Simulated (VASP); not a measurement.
Calculation: PBE GGA, VASP's PBE PAW potentials (set 64) (plane waves; VASP).

A VASP calculation is set up with these files.

POSCAR:
```
La
1
    1.9227000000    -3.3302140000     0.0000000000
    1.9227000000     3.3302140000     0.0000000000
    0.0000000000     0.0000000000    12.4032000000
La
4
Direct
  0.0000000000   0.0000000000   0.5000000000
  0.0000000000   0.0000000000   0.0000000000
  0.3333330000   0.6666670000   0.2500000000
  0.6666670000   0.3333330000   0.7500000000
```

### INCAR
```
ALGO = Damped
EDIFF = 1E-6
ENCUT = 400
GGA = PE
ISIF = 2
ISMEAR = 1
LASPH = T
LCHARG = F
LMAXMIX = 6
LREAL = F
LWAVE = F
NELM = 100
PREC = Accurate
SIGMA = 0.1
SYSTEM = La
```

KPOINTS:
```
Automatic mesh
0
gamma
  8 8 3
```

POTCAR, in this order: La (PBE.64 set). Program: vasp_std.

Output

OSZICAR:
```
...
DMP:  12     0.974052887799E+03   -0.26522E+03   -0.44829E+04   520   0.113E+05  -0.370E+03
DMP:  13     0.787826273589E+03   -0.18623E+03   -0.32113E+04   520   0.809E+04  -0.156E+03
DMP:  14     0.745589613648E+03   -0.42237E+02   -0.32738E+04   520   0.829E+04  -0.272E+03
DMP:  15     0.814676343225E+03    0.69087E+02   -0.39583E+04   520   0.101E+05  -0.524E+03
DMP:  16     0.963515807236E+03    0.14884E+03   -0.49924E+04   520   0.128E+05  -0.897E+03
DMP:  17     0.107982529719E+04    0.11631E+03   -0.51247E+04   520   0.133E+05  -0.124E+04
DMP:  18     0.100459260085E+04   -0.75233E+02   -0.39167E+04   520   0.103E+05  -0.130E+04
DMP:  19     0.836819063295E+03   -0.16777E+03   -0.27122E+04   520   0.715E+04  -0.958E+03
DMP:  20     0.697405902808E+03   -0.13941E+03   -0.19152E+04   520   0.507E+04  -0.745E+03
DMP:  21     0.630865667926E+03   -0.66540E+02   -0.16338E+04   520   0.438E+04  -0.769E+03
DMP:  22     0.593818707272E+03   -0.37047E+02   -0.14920E+04   520   0.408E+04  -0.921E+03
DMP:  23     0.544323901584E+03   -0.49495E+02   -0.12191E+04   520   0.335E+04  -0.801E+03
DMP:  24     0.488158116886E+03   -0.56166E+02   -0.10043E+04   520   0.284E+04  -0.858E+03
DMP:  25     0.411595956832E+03   -0.76562E+02   -0.72073E+03   520   0.213E+04  -0.871E+03
DMP:  26     0.346484160229E+03   -0.65112E+02   -0.42417E+03   520   0.124E+04  -0.472E+03
DMP:  27     0.286305788005E+03   -0.60178E+02   -0.33904E+03   520   0.105E+04  -0.529E+03
DMP:  28     0.254070641455E+03   -0.32235E+02   -0.23039E+03   520   0.684E+03  -0.282E+03
DMP:  29     0.229543412647E+03   -0.24527E+02   -0.18592E+03   520   0.556E+03  -0.240E+03
DMP:  30     0.214141758431E+03   -0.15402E+02   -0.16971E+03   520   0.502E+03  -0.204E+03
DMP:  31     0.201940708758E+03   -0.12201E+02   -0.16953E+03   520   0.505E+03  -0.213E+03
DMP:  32     0.187133495146E+03   -0.14807E+02   -0.21627E+03   520   0.667E+03  -0.331E+03
DMP:  33     0.166208486848E+03   -0.20925E+02   -0.17251E+03   520   0.521E+03  -0.236E+03
DMP:  34     0.147357564147E+03   -0.18851E+02   -0.13008E+03   520   0.388E+03  -0.164E+03
DMP:  35     0.125317563877E+03   -0.22040E+02   -0.12202E+03   520   0.376E+03  -0.185E+03
DMP:  36     0.109905071347E+03   -0.15412E+02   -0.90449E+02   520   0.279E+03  -0.138E+03
DMP:  37     0.949222246659E+02   -0.14983E+02   -0.74109E+02   520   0.232E+03  -0.123E+03
DMP:  38     0.820797825747E+02   -0.12842E+02   -0.63230E+02   520   0.201E+03  -0.112E+03
DMP:  39     0.724559484735E+02   -0.96238E+01   -0.52698E+02   520   0.167E+03  -0.930E+02
DMP:  40     0.651945351855E+02   -0.72614E+01   -0.48882E+02   520   0.156E+03  -0.890E+02
DMP:  41     0.574519095651E+02   -0.77426E+01   -0.41352E+02   520   0.133E+03  -0.779E+02
DMP:  42     0.520043664201E+02   -0.54475E+01   -0.40228E+02   520   0.130E+03  -0.779E+02
DMP:  43     0.462559660121E+02   -0.57484E+01   -0.34234E+02   520   0.111E+03  -0.669E+02
DMP:  44     0.422347613205E+02   -0.40212E+01   -0.34289E+02   520   0.113E+03  -0.704E+02
DMP:  45     0.378604293267E+02   -0.43743E+01   -0.29674E+02   520   0.973E+02  -0.604E+02
DMP:  46     0.349945641862E+02   -0.28659E+01   -0.30711E+02   520   0.102E+03  -0.655E+02
DMP:  47     0.315380799815E+02   -0.34565E+01   -0.27175E+02   520   0.897E+02  -0.569E+02
DMP:  48     0.293067377063E+02   -0.22313E+01   -0.29215E+02   520   0.975E+02  -0.640E+02
DMP:  49     0.264759784008E+02   -0.28308E+01   -0.25632E+02   520   0.850E+02  -0.548E+02
DMP:  50     0.246355495113E+02   -0.18404E+01   -0.28209E+02   520   0.946E+02  -0.629E+02
DMP:  51     0.221943278962E+02   -0.24412E+01   -0.25412E+02   520   0.845E+02  -0.549E+02
DMP:  52     0.207177987507E+02   -0.14765E+01   -0.27679E+02   520   0.928E+02  -0.618E+02
DMP:  53     0.184749344838E+02   -0.22429E+01   -0.24323E+02   520   0.811E+02  -0.531E+02
DMP:  54     0.170608447346E+02   -0.14141E+01   -0.27007E+02   520   0.906E+02  -0.605E+02
DMP:  55     0.149869455380E+02   -0.20739E+01   -0.23179E+02   520   0.774E+02  -0.508E+02
DMP:  56     0.135635508304E+02   -0.14234E+01   -0.25855E+02   520   0.869E+02  -0.582E+02
DMP:  57     0.114878179402E+02   -0.20757E+01   -0.21791E+02   520   0.730E+02  -0.485E+02
DMP:  58     0.996774793299E+01   -0.15201E+01   -0.23712E+02   520   0.799E+02  -0.541E+02
DMP:  59     0.792559369636E+01   -0.20422E+01   -0.20091E+02   520   0.676E+02  -0.455E+02
DMP:  60     0.651894928589E+01   -0.14066E+01   -0.20963E+02   520   0.709E+02  -0.483E+02
DMP:  61     0.455164027286E+01   -0.19673E+01   -0.18054E+02   520   0.610E+02  -0.415E+02
DMP:  62     0.297472222740E+01   -0.15769E+01   -0.19668E+02   520   0.670E+02  -0.466E+02
DMP:  63     0.114808597285E+01   -0.18266E+01   -0.15414E+02   520   0.521E+02  -0.355E+02
DMP:  64    -0.262473800708E+00   -0.14106E+01   -0.16133E+02   520   0.550E+02  -0.385E+02
DMP:  65    -0.192505253660E+01   -0.16626E+01   -0.12649E+02   520   0.428E+02  -0.293E+02
DMP:  66    -0.347613503047E+01   -0.15511E+01   -0.14875E+02   520   0.513E+02  -0.369E+02
DMP:  67    -0.509459047442E+01   -0.16185E+01   -0.93476E+01   520   0.317E+02  -0.219E+02
DMP:  68    -0.679404481653E+01   -0.16995E+01   -0.90016E+01   520   0.317E+02  -0.241E+02
DMP:  69    -0.834047329900E+01   -0.15464E+01   -0.49624E+01   520   0.169E+02  -0.119E+02
DMP:  70    -0.972002519267E+01   -0.13796E+01   -0.27485E+01   520   0.940E+01  -0.663E+01
DMP:  71    -0.107944655253E+02   -0.10744E+01   -0.11484E+01   520   0.336E+01  -0.128E+01
DMP:  72    -0.115566131364E+02   -0.76215E+00   -0.65671E+00   520   0.127E+01   0.960E+00
DMP:  73    -0.121698432055E+02   -0.61323E+00   -0.56618E+00   520   0.871E+00   0.143E+01
DMP:  74    -0.127202529545E+02   -0.55041E+00   -0.54562E+00   520   0.854E+00   0.134E+01
DMP:  75    -0.132430706222E+02   -0.52282E+00   -0.50865E+00   520   0.794E+00   0.125E+01
DMP:  76    -0.137352605805E+02   -0.49219E+00   -0.47039E+00   520   0.722E+00   0.119E+01
DMP:  77    -0.141918409462E+02   -0.45658E+00   -0.43715E+00   520   0.670E+00   0.111E+01
DMP:  78    -0.146142612055E+02   -0.42242E+00   -0.40379E+00   520   0.620E+00   0.102E+01
DMP:  79    -0.150014345554E+02   -0.38717E+00   -0.37015E+00   520   0.572E+00   0.926E+00
DMP:  80    -0.153471894001E+02   -0.34575E+00   -0.34724E+00   520   0.561E+00   0.803E+00
DMP:  81    -0.156418275515E+02   -0.29464E+00   -0.36645E+00   520   0.685E+00   0.605E+00
DMP:  82    -0.158787989109E+02   -0.23697E+00   -0.45438E+00   520   0.103E+01   0.269E+00
DMP:  83    -0.160652077750E+02   -0.18641E+00   -0.57097E+00   520   0.151E+01  -0.203E+00
DMP:  84    -0.162364610589E+02   -0.17125E+00   -0.58064E+00   520   0.167E+01  -0.569E+00
DMP:  85    -0.164274178550E+02   -0.19096E+00   -0.41331E+00   520   0.122E+01  -0.495E+00
DMP:  86    -0.166168716723E+02   -0.18945E+00   -0.21293E+00   520   0.565E+00  -0.847E-01
DMP:  87    -0.167617035682E+02   -0.14483E+00   -0.12307E+00   520   0.234E+00   0.192E+00
DMP:  88    -0.168679155874E+02   -0.10621E+00   -0.99831E-01   520   0.164E+00   0.223E+00
DMP:  89    -0.169582399359E+02   -0.90324E-01   -0.84758E-01   520   0.135E+00   0.202E+00
DMP:  90    -0.170383666740E+02   -0.80127E-01   -0.75322E-01   520   0.116E+00   0.189E+00
DMP:  91    -0.171111371923E+02   -0.72771E-01   -0.70636E-01   520   0.110E+00   0.175E+00
DMP:  92    -0.171796750755E+02   -0.68538E-01   -0.67030E-01   520   0.104E+00   0.166E+00
DMP:  93    -0.172449948146E+02   -0.65320E-01   -0.64124E-01   520   0.996E-01   0.159E+00
DMP:  94    -0.173075422990E+02   -0.62547E-01   -0.61347E-01   520   0.952E-01   0.152E+00
DMP:  95    -0.173671060039E+02   -0.59564E-01   -0.58692E-01   520   0.916E-01   0.144E+00
DMP:  96    -0.174235061547E+02   -0.56400E-01   -0.56049E-01   520   0.885E-01   0.135E+00
DMP:  97    -0.174765922478E+02   -0.53086E-01   -0.53359E-01   520   0.856E-01   0.125E+00
DMP:  98    -0.175264839530E+02   -0.49892E-01   -0.50547E-01   520   0.821E-01   0.116E+00
DMP:  99    -0.175732677945E+02   -0.46784E-01   -0.48339E-01   520   0.798E-01   0.107E+00
DMP: 100    -0.176172987282E+02   -0.44031E-01   -0.47348E-01   520   0.805E-01   0.992E-01
   1 F= -.17617299E+02 E0= -.17618217E+02  d E =0.275447E-02
```

File OUTCAR:
```
------------------------ aborting loop EDIFF was not reached (unconverged)  ----------------------------
  FORCE on cell =-STRESS in cart. coord.  units (eV):
  Direction    XX          YY          ZZ          XY          YZ          ZX
  --------------------------------------------------------------------------------------
  Total       -4.3789056     -4.3789054     -4.0766596      0.0000000      0.0000000      0.0000000
  in kB      -44.1701383    -44.1701360    -41.1213739      0.0000000      0.0000000      0.0000000
  external PRESSURE =     -43.1538827 kB  Pullay stress =       0.0000000 kB
  volume of cell :      158.84
      direct lattice vectors                 reciprocal lattice vectors
     1.922700000 -3.330214000  0.000000000     0.260050970 -0.150140501  0.000000000
     1.922700000  3.330214000  0.000000000     0.260050970  0.150140501  0.000000000
     0.000000000  0.000000000 12.403200000     0.000000000  0.000000000  0.080624355
 POSITION                                       TOTAL-FORCE (eV/Angst)
 -----------------------------------------------------------------------------------
      0.00000      0.00000      6.20160         0.000000     -0.000000      0.000000
      0.00000      0.00000      0.00000         0.000000     -0.000000      0.000000
      1.92270      1.11007      3.10080        -0.000000      0.000000     -0.000000
      1.92270     -1.11007      9.30240        -0.000000      0.000000      0.000000
 -----------------------------------------------------------------------------------
    total drift:                                0.000000      0.000000      0.000000
  FREE ENERGIE OF THE ION-ELECTRON SYSTEM (eV)
  ---------------------------------------------------
  free  energy   TOTEN  =       -17.6172987282 eV

  energy  without entropy=      -17.6200531943  energy(sigma->0) =      -17.61821688
```
(Selected blocks of OUTCAR.)

### stdout
```
...
DMP:  82    -0.158787989109E+02   -0.23697E+00   -0.45438E+00   520   0.103E+01   0.269E+00
DMP:  83    -0.160652077750E+02   -0.18641E+00   -0.57097E+00   520   0.151E+01  -0.203E+00
DMP:  84    -0.162364610589E+02   -0.17125E+00   -0.58064E+00   520   0.167E+01  -0.569E+00
DMP:  85    -0.164274178550E+02   -0.19096E+00   -0.41331E+00   520   0.122E+01  -0.495E+00
DMP:  86    -0.166168716723E+02   -0.18945E+00   -0.21293E+00   520   0.565E+00  -0.847E-01
DMP:  87    -0.167617035682E+02   -0.14483E+00   -0.12307E+00   520   0.234E+00   0.192E+00
DMP:  88    -0.168679155874E+02   -0.10621E+00   -0.99831E-01   520   0.164E+00   0.223E+00
DMP:  89    -0.169582399359E+02   -0.90324E-01   -0.84758E-01   520   0.135E+00   0.202E+00
DMP:  90    -0.170383666740E+02   -0.80127E-01   -0.75322E-01   520   0.116E+00   0.189E+00
DMP:  91    -0.171111371923E+02   -0.72771E-01   -0.70636E-01   520   0.110E+00   0.175E+00
DMP:  92    -0.171796750755E+02   -0.68538E-01   -0.67030E-01   520   0.104E+00   0.166E+00
DMP:  93    -0.172449948146E+02   -0.65320E-01   -0.64124E-01   520   0.996E-01   0.159E+00
DMP:  94    -0.173075422990E+02   -0.62547E-01   -0.61347E-01   520   0.952E-01   0.152E+00
DMP:  95    -0.173671060039E+02   -0.59564E-01   -0.58692E-01   520   0.916E-01   0.144E+00
DMP:  96    -0.174235061547E+02   -0.56400E-01   -0.56049E-01   520   0.885E-01   0.135E+00
DMP:  97    -0.174765922478E+02   -0.53086E-01   -0.53359E-01   520   0.856E-01   0.125E+00
DMP:  98    -0.175264839530E+02   -0.49892E-01   -0.50547E-01   520   0.821E-01   0.116E+00
DMP:  99    -0.175732677945E+02   -0.46784E-01   -0.48339E-01   520   0.798E-01   0.107E+00
DMP: 100    -0.176172987282E+02   -0.44031E-01   -0.47348E-01   520   0.805E-01   0.992E-01
 final diagonalization occupied

 -----------------------------------------------------------------------------
|                                                                             |
|           W    W    AA    RRRRR   N    N  II  N    N   GGGG   !!!           |
|           W    W   A  A   R    R  NN   N  II  NN   N  G    G  !!!           |
|           W    W  A    A  R    R  N N  N  II  N N  N  G       !!!           |
|           W WW W  AAAAAA  RRRRR   N  N N  II  N  N N  G  GGG   !            |
|           WW  WW  A    A  R   R   N   NN  II  N   NN  G    G                |
|           W    W  A    A  R    R  N    N  II  N    N   GGGG   !!!           |
|                                                                             |
|     The electronic self-consistency was not achieved in the given           |
|     number of steps (NELM). The forces and other quantities evaluated       |
|     might not be reliable so examine the results carefully. If you find     |
|     spurious results, we suggest increasing NELM, if you were close to      |
|     convergence or switching to a different ALGO or adjusting the           |
|     density mixing parameters otherwise.                                    |
|                                                                             |
 -----------------------------------------------------------------------------

   1 F= -.17617299E+02 E0= -.17618217E+02  d E =0.275447E-02
```

Convergence was not reached.

The compound is La in the dhcp structure. The cell was not relaxed at this level. The run is one of a series of settings (ALGO = Damped against the base run), some of them coarse on purpose.
